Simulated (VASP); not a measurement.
# GaSn (Fmmm) in VASP: a series of runs, part 2 of 2

VASP 6.6.1. Earlier steps stand in the parts before.

## Step 5: Relaxation of cell and atoms, AM05

Contents of INCAR:

```
PREC = Accurate
ENCUT = 600
EDIFF = 1E-6
ISMEAR = -1
SIGMA = 0.05
LREAL = F
LASPH = T
NELM = 100
ALGO = Normal
ISIF = 3
LWAVE = F
LCHARG = F
GGA = AM
IBRION = 2
NSW = 40
EDIFFG = -0.02
```

Contents of KPOINTS:

```
regular mesh
0
Gamma
  8 8 8
```

Contents of POSCAR:

```
GaSn
1.0
    0.0000000000      2.9028814200      3.0982155700
    2.7292512900      0.0000000000      3.0982155700
    2.7292512900      2.9028814200      0.0000000000
Ga Sn
1 1
Direct
    0.5000000000      0.5000000000      0.5000000000
    0.0000000000      0.0000000000      0.0000000000
```

Potentials or basis: VASP PAW PBE potentials, release 64 (Ga_d, Sn_d).

The run is started by

```bash
$ cat potpaw_PBE.64/Ga_d/POTCAR potpaw_PBE.64/Sn_d/POTCAR > POTCAR
$ mpirun -np 1 vasp_std > vasp.out
```

OUTCAR:

```text
PREC = Accurate
   ENCUT = 600
   EDIFF = 1E-6
   ISMEAR = -1
   LREAL = F
   LASPH = T
   NELM = 100
   ISIF = 3
   GGA = AM
   IBRION = 2
   NSW = 40
   EDIFFG = -0.02

 ion  position               nearest neighbor table
   1  0.500  0.500  0.500-   2 2.73   2 2.73   2 2.90   2 2.90   2 3.10   2 3.10
   2  0.000  0.000  0.000-   1 2.73   1 2.73   1 2.90   1 2.90   1 3.10   1 3.10

  LATTYP: Found a face centered orthorhombic cell.
 ALAT       =     5.4585025800
 B/A-ratio  =     1.0636182277
 C/A-ratio  =     1.1351888268

  Lattice vectors:

 A1 = (   0.0000000000,   2.9028814200,   3.0982155700)
 A2 = (   2.7292512900,   0.0000000000,   3.0982155700)
 A3 = (   2.7292512900,   2.9028814200,   0.0000000000)

Analysis of symmetry for initial positions (statically):
=====================================================================
 Subroutine PRICEL returns:
[... 472 lines left out ...]
 E-fermi :   6.6933     XC(G=0): -10.6539

 val. band max:        6.6658839558   @ k =  -0.3750   0.1250   0.1250
 cond. band min:       6.7145115467   @ k =  -0.3750   0.2500   0.2500
 fundamental gap:      0.0486275909
 Fermi energy:         6.6933106827

 k-point     1 :       0.0000    0.0000    0.0000
  band No.  band energies     occupation
      1     -14.6287      2.00000
      2     -14.6287      2.00000
      3     -14.5987      2.00000
      4     -14.5987      2.00000
      5     -14.5987      2.00000
      6      -8.1501      2.00000
[... 457 lines left out ...]
      4     -14.5804      2.00000
      5     -14.5760      2.00000
      6      -8.1930      2.00000
[... 9 lines left out ...]
     16      12.1077      0.00000
     17      12.1953      0.00000

 [... further k-points ...]

------------------------ aborting loop because EDIFF is reached ----------------------------------------

  FORCE on cell =-STRESS in cart. coord.  units (eV):
  Direction    XX          YY          ZZ          XY          YZ          ZX
  --------------------------------------------------------------------------------------
  -------------------------------------------------------------------------------------
  Total        0.0109498      0.0093164      0.0164645      0.0000000      0.0000000      0.0000000
  in kB        0.3804299      0.3236788      0.5720253      0.0000000      0.0000000      0.0000000
  external PRESSURE =       0.4253780 kB  Pullay stress =       0.0000000 kB
[... 17 lines left out ...]
  FREE ENERGIE OF THE ION-ELECTRON SYSTEM (eV)
  ---------------------------------------------------
  free  energy   TOTEN  =        -6.9381638012 eV

  energy  without entropy=       -6.9289127520  energy(sigma->0) =       -6.93353828

 reached required accuracy - stopping structural energy minimisation
```

Wall time 2.9 min (1 thread of Intel Xeon 6975P-C (Granite Rapids), shared host); peak memory 0.28 GiB.

What came out:

```
Free energy                            : -6.9382 eV
Relaxed volume                         : 23.06 Å³/atom
Relaxed cell                           : a = 4.025 Å, b = 4.025 Å, c = 4.025 Å, α = 60.00°, β = 60.00°, γ = 60.00°
Space group after relaxing (to 0.05 Å) : Fm-3m (No. 225)
Energy gained by relaxing              : 68.6 meV/atom
Ionic steps                            : 9
Pressure after relaxing                : 0.0 GPa
Band gap on the k mesh                 : none (metal or under the smearing width)
```

Step by step:
| step | energy change (eV) | largest force (eV/Å) | pressure (GPa) | volume (Å³) |
| --- | --- | --- | --- | --- |
| 1 | 0.0000 | 0.0000 | -1.82 | 49.09 |
| 2 | -0.1094 | 0.0000 | -0.89 | 47.08 |
| 3 | -0.1332 | 0.0000 | 1.10 | 45.28 |
| 4 | -0.1361 | 0.0000 | 0.51 | 45.70 |
| 5 | -0.1361 | 0.0000 | 0.40 | 45.77 |
| 6 | -0.1371 | 0.0000 | -0.12 | 46.21 |
| 7 | -0.1371 | 0.0000 | -0.06 | 46.18 |
| 8 | -0.1371 | 0.0000 | -0.11 | 46.19 |
| 9 | -0.1371 | 0.0000 | 0.04 | 46.12 |

Final structure:
```cif
data_structure
_symmetry_space_group_name_H-M 'P 1'
_symmetry_Int_Tables_number 1
_cell_length_a 4.0253
_cell_length_b 4.0251
_cell_length_c 4.0252
_cell_angle_alpha 60.004
_cell_angle_beta 59.997
_cell_angle_gamma 59.999
_cell_volume 46.12
loop_
_atom_site_label
_atom_site_type_symbol
_atom_site_fract_x
_atom_site_fract_y
_atom_site_fract_z
_atom_site_occupancy
Ga1 Ga 0.50000 0.50000 0.50000 1
Sn1 Sn 0.00000 0.00000 0.00000 1
```

Levels at points of the mesh, in eV from the Fermi level:
| k point | band 11 | band 12 | band 13 | band 14 | band 15 | band 16 | band 17 |
| --- | --- | --- | --- | --- | --- | --- | --- |
| (0.00, 0.00, 0.00) | -11.08 | 1.32 | 1.32 | 1.32 | 1.86 | 6.94 | 7.19 |
| (0.50, 0.00, 0.00) | -7.88 | -7.21 | 2.00 | 2.00 | 2.55 | 2.55 | 3.58 |
| (0.50, 0.50, 0.00) | -7.22 | -4.70 | -2.96 | -1.64 | -1.64 | 3.30 | 10.37 |
| (0.50, 0.00, 0.50) | -7.22 | -4.70 | -2.96 | -1.64 | -1.64 | 3.30 | 10.37 |
| (0.00, 0.50, 0.50) | -7.22 | -4.70 | -2.96 | -1.64 | -1.64 | 3.30 | 10.38 |

Caveat: the PAW data sets were made with another functional, which shifts forces and pressure a little.

## Step 6: The reference run

An earlier run on the cell as given: functional PBE; potentials or basis VASP PAW PBE potentials, release 64 (Ga_d, Sn_d); cutoff 520 eV; k mesh 8 × 8 × 8; occupations fermi-dirac, width 0.05 eV; no spin polarisation.

- Pressure: 1.1 GPa
- Band gap on the k mesh: none (metal or under the smearing width)

## Step 7: The runs side by side

```tsv
task	level	cell	cutoff (eV)	gap on the mesh (eV)	pressure (GPa)	relaxed volume (Å³/atom)
relaxation of cell and atoms	RPBE	relaxed	600	none	0.0	25.37
relaxation of cell and atoms	revPBE	relaxed	600	none	0.0	25.12
relaxation of cell and atoms	BLYP	relaxed	600	none	-0.1	26.98
relaxation of cell and atoms	AM05	relaxed	600	none	0.0	23.06
single point	PBE	as given	520	none	1.1	-
```

Alike in all rows: potentials or basis VASP PAW PBE potentials, release 64 (Ga_d, Sn_d); no spin polarisation; k mesh 8 × 8 × 8; smearing fermi-dirac 0.05 eV.

Caveats: the PAW data sets were made with another functional, which shifts forces and pressure a little (some runs).

Absolute energies hang on the potentials; compare differences alone.
